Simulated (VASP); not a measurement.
Computed with PBE GGA, VASP's PBE PAW potentials (set 64) (plane waves; VASP 6.6.1).

Input for VASP

### KPOINTS
```
Automatic mesh
0
Gamma
12 12 12
0 0 0
```

### POSCAR
```
HfN
1
    0.0000000000     2.3052000000     2.3052000000
    2.3052000000     0.0000000000     2.3052000000
    2.3052000000     2.3052000000     0.0000000000
Hf N
1 1
Direct
  0.0000000000   0.0000000000   0.0000000000
  0.5000000000   0.5000000000   0.5000000000
```

**INCAR**
```
! general
SYSTEM  = HfN
PREC    = Accurate
ENCUT   = 520
LREAL   = .False.
LASPH   = .True.

! electronic loop
EDIFF   = 1E-6
NELM    = 100
ALGO    = Normal
LMAXMIX = 6

! smearing
ISMEAR  = 1
SIGMA   = 0.1

! functional
GGA     = PE

! ions
ISIF    = 2

! output
LWAVE   = .False.
LCHARG  = .False.
```

POTCAR, in this order: Hf_pv N (PBE.64 set). Program: vasp_std.

Unless said otherwise, spin-orbit coupling is left out, though it shifts the bands of the heavy elements here.

Problem. What does the run give for the energy per atom (σ→0), pressure, band gap (on the k-mesh)?

Solution. 
```json
{
 "energy per atom (σ→0)": "-1047.8 kJ/mol-atom",
 "band gap (on the k-mesh)": "none (metal, semimetal or under 0.01 eV)",
 "pressure": "-121.8 kbar"
}
```

File OSZICAR:
```
...
DAV:   7    -0.217471505633E+02    0.86863E-01   -0.74812E-01  1785   0.776E+00    0.251E+01
DAV:   8    -0.217335033810E+02    0.13647E-01   -0.19515E-01  1817   0.401E+00    0.641E+00
DAV:   9    -0.217189686195E+02    0.14535E-01   -0.82064E-02  1857   0.197E+00    0.142E+00
DAV:  10    -0.217185322873E+02    0.43633E-03   -0.26941E-03  1848   0.485E-01    0.335E-01
DAV:  11    -0.217185388222E+02   -0.65349E-05   -0.28702E-04  2004   0.143E-01    0.422E-02
DAV:  12    -0.217185352069E+02    0.36153E-05   -0.20910E-05  1996   0.404E-02    0.362E-02
DAV:  13    -0.217185348450E+02    0.36193E-06   -0.81399E-07  1022   0.982E-03
   1 F= -.21718535E+02 E0= -.21718697E+02  d E =0.486600E-03
```

The compound is HfN in the rock salt structure. The cell was not relaxed at this level. The electron count is odd and the run is not spin-polarised, which forces a metal.
